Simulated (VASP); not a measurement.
OSZICAR of a VASP run on ZnSe (zinc blende):

OSZICAR:
```
       N       E                     dE             d eps       ncg     rms          rms(c)
DAV:   1     0.785763007236E+02    0.78576E+02   -0.79154E+03   520   0.132E+03
DAV:   2    -0.107130042851E+01   -0.79648E+02   -0.75987E+02   570   0.247E+02
DAV:   3    -0.616112762165E+01   -0.50898E+01   -0.50719E+01   635   0.658E+01
DAV:   4    -0.620691169111E+01   -0.45784E-01   -0.45775E-01   570   0.679E+00
DAV:   5    -0.620716741586E+01   -0.25572E-03   -0.25572E-03   615   0.456E-01    0.452E+00
DAV:   6    -0.594608827267E+01    0.26108E+00   -0.63006E-01   750   0.236E+01    0.339E+00
DAV:   7    -0.592901334051E+01    0.17075E-01   -0.15766E-01   565   0.386E+00    0.141E+00
DAV:   8    -0.592950225562E+01   -0.48892E-03   -0.41299E-03   590   0.606E-01    0.416E-01
DAV:   9    -0.592981297817E+01   -0.31072E-03   -0.96654E-04   560   0.261E-01    0.658E-02
DAV:  10    -0.592989931114E+01   -0.86333E-04   -0.10381E-04   595   0.973E-02    0.152E-02
DAV:  11    -0.592991717409E+01   -0.17863E-04   -0.26954E-05   560   0.510E-02    0.566E-03
DAV:  12    -0.592991850947E+01   -0.13354E-05   -0.25949E-06   602   0.217E-02    0.380E-03
DAV:  13    -0.592991859793E+01   -0.88459E-07   -0.64938E-07   380   0.970E-03
   1 F= -.59299186E+01 E0= -.59299186E+01  d E =-.473950E-12
```

### Question
Which electronic solver shows in the log?

### Answer
It is blocked Davidson (ALGO = Normal, or the opening steps of other solvers). The INCAR had ALGO = Normal.

### Question
Can the final energy be trusted as converged?

### Answer
The calculation finished and met its thresholds. It stopped with EDIFF = 1E-6, NELM = 100 (PBE GGA + U (Dudarev), plane waves, VASP's PBE PAW potentials (set 64)).

The compound is ZnSe in the zinc blende structure. The cell was not relaxed at this level. The run is one of a series of settings (LDAU = .TRUE., LDAUJ = 0 0, LDAUL = 2 -1, LDAUTYPE = 2, LDAUU = 1.0 0 against the base run), some of them coarse on purpose.
